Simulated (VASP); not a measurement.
These are PBEsol GGA, VASP's PBE PAW potentials (set 64) (plane waves; VASP 6.6.1) values and carry that method's errors.

Input for VASP

### POSCAR
```
CuF
1.0
  2.6137976330   0.0000000002   0.0000000000
 -1.3068988162   2.2636150325   0.0000000000
  0.0000000000   0.0000000000   6.4647966656
Cu F
2 2
Cartesian
  0.0000000000   0.0000000000   0.0000000000
  0.0000000000   0.0000000000   3.2323983328
 -0.0000013067   1.5090774429   1.6161991664
  1.3069001235   0.7545375898   4.8485974992
```

**KPOINTS**
```
Automatic
0
gamma
  13 13 5
0 0 0
```

### INCAR
```
SYSTEM=CuF
PREC=Accurate; ENCUT=620; LREAL=.False.
LASPH=.True.
EDIFF=1E-6; NELM=100; ALGO=Normal
LMAXMIX=4
ISMEAR=1; SIGMA=0.1
GGA=PS
IBRION=2; NSW=40; ISIF=3
EDIFFG=-0.02; PSTRESS=100
LWAVE=.False.; LCHARG=.False.
```

POTCAR, in this order: Cu F (PBE.64 set). Program: vasp_std.

The run wrote:

File OSZICAR:
```
       N       E                     dE             d eps       ncg     rms          rms(c)
DAV:   1     0.365057182066E+03    0.36506E+03   -0.20638E+04  2932   0.306E+03
DAV:   2     0.305542551516E+02   -0.33450E+03   -0.31872E+03  2838   0.505E+02
DAV:   3    -0.159614482626E+02   -0.46516E+02   -0.44912E+02  3672   0.211E+02
DAV:   4    -0.173613732129E+02   -0.13999E+01   -0.13887E+01  3466   0.382E+01
DAV:   5    -0.173779205211E+02   -0.16547E-01   -0.16540E-01  3666   0.376E+00    0.959E+00
DAV:   6    -0.164558209332E+02    0.92210E+00   -0.17489E+01  3982   0.909E+01    0.725E+00
DAV:   7    -0.155330510565E+02    0.92277E+00   -0.38395E+00  3634   0.617E+01    0.204E+00
DAV:   8    -0.155383218939E+02   -0.52708E-02   -0.48977E-01  4226   0.680E+00    0.813E-01
DAV:   9    -0.155230760216E+02    0.15246E-01   -0.22763E-02  3718   0.274E+00    0.254E-01
DAV:  10    -0.155223615975E+02    0.71442E-03   -0.95632E-03  4384   0.199E+00    0.100E-01
DAV:  11    -0.155222452220E+02    0.11638E-03   -0.89272E-04  4314   0.631E-01    0.186E-02
DAV:  12    -0.155222506272E+02   -0.54052E-05   -0.69473E-05  3858   0.104E-01    0.123E-02
DAV:  13    -0.155222493361E+02    0.12911E-05   -0.13184E-05  4052   0.389E-02    0.208E-03
DAV:  14    -0.155222495041E+02   -0.16798E-06   -0.44613E-07  1620   0.969E-03
   1 F= -.13134885E+02 E0= -.13135343E+02  d E =-.131349E+02
```

**OUTCAR**
```
------------------------ aborting loop because EDIFF is reached ----------------------------------------
  FORCE on cell =-STRESS in cart. coord.  units (eV):
  Direction    XX          YY          ZZ          XY          YZ          ZX
  --------------------------------------------------------------------------------------
  Total        2.4365791      2.4365788      2.3928688      0.0000000      0.0000000      0.0000000
  in kB      102.0614401    102.0614294    100.2305400      0.0000000      0.0000000      0.0000000
  external PRESSURE =       1.4511365 kB  Pullay stress =     100.0000000 kB
  volume of cell :       38.25
      direct lattice vectors                 reciprocal lattice vectors
     2.613797633  0.000000000  0.000000000     0.382585089  0.220885616  0.000000000
    -1.306898816  2.263615033  0.000000000    -0.000000000  0.441771231  0.000000000
     0.000000000  0.000000000  6.464796666     0.000000000  0.000000000  0.154683906
 POSITION                                       TOTAL-FORCE (eV/Angst)
 -----------------------------------------------------------------------------------
      0.00000      0.00000      0.00000        -0.000000     -0.000000     -0.000000
      0.00000      0.00000      3.23240        -0.000000     -0.000000     -0.000000
     -0.00000      1.50908      1.61620        -0.000000     -0.000000      0.000000
      1.30690      0.75454      4.84860         0.000000      0.000000      0.000000
 -----------------------------------------------------------------------------------
    total drift:                                0.000000     -0.000000      0.000000
  FREE ENERGIE OF THE ION-ELECTRON SYSTEM (eV)
  ---------------------------------------------------
  free  energy   TOTEN  =       -15.5222495041 eV

  energy  without entropy=      -15.5236263903  energy(sigma->0) =      -15.52270847
  enthalpy is  TOTEN    =       -13.1348845343 eV   P V=        2.3873649698

 reached required accuracy - stopping structural energy minimisation
```
(Selected blocks of OUTCAR.)

The structure was generated: CuF was put into the NiAs type type (P6_3/mmc), which need not be its known phase. It was relaxed first under an external pressure of 10 GPa.
